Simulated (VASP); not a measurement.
Wanted: the native input for a VASP 6.6.1 run.

| Property | Result |
| --- | --- |
| Task | relaxation of the atoms |
| Functional | RPBE |
| Potentials or basis | VASP PAW PBE potentials, release 64 (Ni, F) |
| Cutoff | 520 eV |
| k mesh | 10 × 10 × 10 |
| Occupations | gaussian, width 0.05 eV |
| Spin | collinear spin, ferromagnetic start |
| Starting moments | [1.0, 0.0] μB |
| Further INCAR settings | ALGO = Fast; EDIFF = 1e-06; IBRION = 2; EDIFFG = -0.02; NSW = 60 |

The structure of NiF lies in POSCAR:

```
NiF
1.0
    0.0000000000      2.3348415800      2.3348415800
    2.3348415800      0.0000000000      2.3348415800
    2.3348415800      2.3348415800      0.0000000000
Ni F
1 1
Direct
    0.0000000000      0.0000000000      0.0000000000
    0.7500000000      0.7500000000      0.7500000000
```

The cell was built by a generator and needn't be a form met in nature.

One way to write it, as run:

INCAR

```
SYSTEM = NiF
ALGO     = Fast           ! electronic algorithm
EDIFF    = 1E-6           ! SCF threshold, eV
EDIFFG   = -0.02          ! ionic threshold
ENCUT    = 520            ! plane-wave cutoff, eV
GGA      = RP             ! functional
IBRION   = 2              ! ionic algorithm
ISIF     = 2              ! what is computed and relaxed
ISMEAR   = 0              ! smearing method
ISPIN    = 2              ! spin polarisation
LASPH    = .TRUE.         ! aspherical terms in the spheres
LCHARG   = .FALSE.        ! write CHGCAR
LMAXMIX  = 4              ! l up to which the mixer works
LORBIT   = 11             ! projections on sites
LREAL    = .FALSE.        ! projectors in reciprocal space
LWAVE    = .FALSE.        ! write WAVECAR
MAGMOM   = 1 0            ! initial moments
NELM     = 150            ! most SCF steps
NSW      = 60             ! ionic steps
PREC     = Accurate       ! precision mode
SIGMA    = 0.05           ! smearing width, eV
```

KPOINTS

```
k-points
0
G
  10 10 10
  0 0 0
```

Potentials or basis: VASP PAW PBE potentials, release 64 (Ni, F).

Command:

```bash
$ cat potpaw_PBE.64/Ni/POTCAR potpaw_PBE.64/F/POTCAR > POTCAR
$ mpirun -np 1 vasp_std > vasp.out
```

Results of the run:

| Quantity | Value |
| --- | --- |
| Pressure after relaxing | 11.7 GPa |
| Band gap on the k mesh | none (metal or under the smearing width) |
| Net moment | 1.13 μB per cell |
| Site moments | Ni +1.12; F +0.07 μB |
| Valence electrons inside the program's atomic spheres | Ni 8.94; F 6.09 |

Caveat: the relaxation stopped at its first step, so nothing moved; the PAW data sets were made with another functional, which shifts forces and pressure a little; a cell with one magnetic atom can't hold antiferromagnetic order, which such compounds often take; semilocal functionals often make such compounds metallic where correlation or magnetic order opens a gap, which also shifts bond lengths.

Run time: 34 s on 1 thread of Intel(R) Xeon(R) Platinum 8488C (Sapphire Rapids), with other jobs on the host, peak memory 0.18 GiB.
